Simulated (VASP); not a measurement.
Input for VASP

KPOINTS:
```
Automatic mesh
0
Gamma
6 6 1
0 0 0
```

**INCAR**
```
ALGO = Normal
EDIFF = 1E-6
ENCUT = 300
GGA = PS
ISIF = 2
ISMEAR = 0
LASPH = T
LCHARG = F
LMAXMIX = 4
LREAL = F
LWAVE = F
NELM = 100
PREC = Accurate
SIGMA = 0.272
SYSTEM = TiS2
```

### POSCAR
```
TiS2
1.0
  2.9657450000  -1.7121900000   0.0000000000
  2.9657450000   1.7121900000   0.0000000000
 -2.2221970000   0.0000000000  17.4057690000
Ti S
2 4
Cart
  0.7833144925  -0.0527714080  14.4626623313
  2.9696749897   0.0347574570   2.9975867256
 -1.2924654215   0.0313005454  12.9949730777
  4.9536798010  -0.0411850183   4.3786996843
  2.6909365846   0.0682650153  15.8135762807
  1.0227378101  -0.0403648793   1.5697914946
```

POTCAR, in this order: Ti_sv S (PBE.64 set). Program: vasp_std.

Problem. Translate this PBEsol calculation to Quantum ESPRESSO's pw.x.

Solution. One equivalent input (not run):
```
&CONTROL
  calculation = 'scf'
  pseudo_dir = './pseudo'
  outdir = './out'
  tprnfor = .true.
  tstress = .true.
/
&SYSTEM
  ibrav = 0
  nat = 6
  ntyp = 2
  ecutwfc = 84
  occupations = 'smearing'
  smearing = 'gaussian'
  degauss = 0.01999
  input_dft = 'pbesol'
/
&ELECTRONS
  conv_thr = 7.3e-08
  electron_maxstep = 100
/
ATOMIC_SPECIES
  Ti 47.867 Ti.upf
  S 32.060 S.upf
CELL_PARAMETERS angstrom
     2.9657450   -1.7121900    0.0000000
     2.9657450    1.7121900    0.0000000
    -2.2221970    0.0000000   17.4057690
ATOMIC_POSITIONS crystal
  Ti   0.4587670  0.4279460  0.8309120
  Ti   0.5550330  0.5753330  0.1722180
  S    0.0526660  0.0709470  0.7465900
  S    0.9414240  0.9173700  0.2515660
  S    0.7741080  0.8139780  0.9085250
  S    0.2180010  0.1944260  0.0901880
K_POINTS automatic
  6 6 1 0 0 0
```
The two are equivalent in intent, not identical: the potentials are each code's own (VASP's PAW set, PseudoDojo norm-conserving files in pw.x), so ENCUT and ecutwfc are chosen apart and not converted; conv_thr bounds pw.x's estimated SCF error, while EDIFF bounds the energy change between steps.

The cell is a sheet with vacuum, built from a database entry that may be metastable or hypothetical.
